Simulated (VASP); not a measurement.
An input for Ansatz (written as the equivalent of a VASP run, and not itself run):

Ansatz 0.2 input:
```yaml
crystal:
  lattice:
    - [0.0000000, 3.1189040, 3.1189040]
    - [3.1189040, 0.0000000, 3.1189040]
    - [3.1189040, 3.1189040, 0.0000000]
  atoms:
    - { symbol: In, position: [0.0000000, 0.0000000, 0.0000000] }
    - { symbol: As, position: [0.2500000, 0.2500000, 0.2500000] }
kpoints:
  mp_grid: { grid: [11, 11, 11] }
hamiltonian:
  xc: revpbe
  pseudopotentials: { kind: paw }
scf:
  occupations: { method: tetrahedron }
  max_iter: 100
output: { forces: true, stress: true, eigenvalues: true }
```

**Question.** Translate this input to VASP (INCAR, KPOINTS, POSCAR, choice of POTCAR).

**Answer.** This is not unique; one that fits is 
POSCAR:
```
InAs
1
    0.0000000000     3.1189039521     3.1189039521
    3.1189039521     0.0000000000     3.1189039521
    3.1189039521     3.1189039521     0.0000000000
In As
1 1
Direct
  0.0000000000   0.0000000000   0.0000000000
  0.2500000000   0.2500000000   0.2500000000
```

INCAR:
```
! general
SYSTEM  = InAs
PREC    = Accurate
ENCUT   = 520
LREAL   = F
LASPH   = T

! electronic loop
EDIFF   = 1E-7
NELM    = 100
ALGO    = Normal
LMAXMIX = 4

! smearing
ISMEAR  = -5

! functional
GGA     = RE

! ions
ISIF    = 2

! output
LWAVE   = F
LCHARG  = T
LORBIT  = 11
NEDOS   = 601
```

File KPOINTS:
```
Automatic mesh
0
gamma
11 11 11
```

POTCAR, in this order: In_d As (PBE.64 set). Program: vasp_std.

The two are equivalent in intent, not identical: each code has its own PAW files, so the cut-off isn't converted (ENCUT is set for VASP's; basis.ecutwfc is left out, and Ansatz then takes the one that its files recommend); Ansatz stops its SCF on the density residual and VASP on the energy change (EDIFF).

The compound is InAs in the zinc blende structure. It was relaxed first, which changed the volume by +9 %.
